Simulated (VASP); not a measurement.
```yaml
crystal:
  lattice:
    - [0.00000, 2.16500, 2.16500]
    - [2.16500, 0.00000, 2.16500]
    - [2.16500, 2.16500, 0.00000]
  atoms:
    - { symbol: Ti, position: [0.00000, 0.00000, 0.00000] }
    - { symbol: C, position: [0.50000, 0.50000, 0.50000] }
```

All values below come from PBEsol GGA, VASP's PBE PAW potentials (set 64) (plane waves; VASP 6.6.1). Run with 400 eV cut-off, 9×9×9 Γ-centred mesh, Fermi-Dirac smearing of 0.10 eV, potentials Ti_sv C.

### Question
Give the energies of bands 6 to 11 at the high-symmetry points, in eV from the Fermi level.

### Answer

| band | Γ | X | U | L | W |
|---|---|---|---|---|---|
| 6 | 0.67 | -3.44 | -3.49 | -5.87 | -3.16 |
| 7 | 0.67 | -1.67 | -3.37 | -2.90 | -3.16 |
| 8 | 0.67 | -0.02 | -1.71 | -2.90 | -2.70 |
| 9 | 1.72 | -0.02 | 1.45 | 2.93 | 2.80 |
| 10 | 1.72 | 2.74 | 3.15 | 2.93 | 2.80 |
| 11 | 1.72 | 3.53 | 3.84 | 4.12 | 3.54 |

It has no gap at this level: it comes out as a metal or semimetal.

The structure is a typed TiC crystal (Fm-3m). The cell was not relaxed at this level.
